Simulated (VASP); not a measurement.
Input for VASP

**KPOINTS**
```
Automatic mesh
0
Gamma
7 7 7
0 0 0
```

INCAR:
```
! general
SYSTEM   =  InP
PREC     =  Accurate
ENCUT    =  400   ! plane-wave cut-off (eV)
LREAL    =  F
LASPH    =  T   ! aspherical one-centre terms

! electronic loop
EDIFF    =  1E-6
NELM     =  100   ! most electronic steps
ALGO     =  Normal   ! blocked Davidson
LMAXMIX  =  4   ! l cut-off of mixed one-centre charges

! smearing
ISMEAR   =  0   ! Gaussian
SIGMA    =  0.05   ! width (eV)

! functional
GGA      =  PE   ! PBE
IVDW     =  12   ! D3, Becke-Johnson

! ions
IBRION   =  2   ! conjugate gradients
NSW      =  60
ISIF     =  3
EDIFFG   =  -0.01

! output
LWAVE    =  F
LCHARG   =  F
```

### POSCAR
```
InP
1.0
  0.0000000000   2.9250000000   2.9250000000
  2.9250000000   0.0000000000   2.9250000000
  2.9250000000   2.9250000000   0.0000000000
P In
1 1
Cartesian
  1.4625000000   1.4625000000   1.4625000000
  0.0000000000   0.0000000000   0.0000000000
```

POTCAR, in this order: P In_d (PBE.64 set). Program: vasp_std.

Task: Write an equivalent input for Quantum ESPRESSO's pw.x.

Result: One equivalent input (not run):
```
&CONTROL
  calculation = 'vc-relax'
  pseudo_dir = './pseudo'
  outdir = './out'
  tprnfor = .true.
  tstress = .true.
  nstep = 60
  forc_conv_thr = 0.00039
/
&SYSTEM
  ibrav = 0
  nat = 2
  ntyp = 2
  ecutwfc = 70
  occupations = 'smearing'
  smearing = 'gaussian'
  degauss = 0.003675
  input_dft = 'pbe'
  vdw_corr = 'grimme-d3'
  dftd3_version = 4
  dftd3_threebody = .false.
/
&ELECTRONS
  conv_thr = 7.3e-08
  electron_maxstep = 100
/
&IONS
/
&CELL
/
ATOMIC_SPECIES
  P 30.974 P.upf
  In 114.818 In.upf
CELL_PARAMETERS angstrom
     0.0000000    2.9250000    2.9250000
     2.9250000    0.0000000    2.9250000
     2.9250000    2.9250000    0.0000000
ATOMIC_POSITIONS crystal
  P    0.2500000  0.2500000  0.2500000
  In   0.0000000  0.0000000  0.0000000
K_POINTS automatic
  7 7 7 0 0 0
```
What does not carry over: the potentials are each code's own (VASP's PAW set, PseudoDojo norm-conserving files in pw.x), so ENCUT and ecutwfc are chosen apart and not converted; conv_thr bounds pw.x's estimated SCF error, while EDIFF bounds the energy change between steps; forc_conv_thr acts on force components and is met together with etot_conv_thr.

The structure comes from a measured InP entry (F-43m) of the Crystallography Open Database, whose conditions weren't checked. This run relaxes it. Symmetry was kept, so distortions that lower it aren't found.
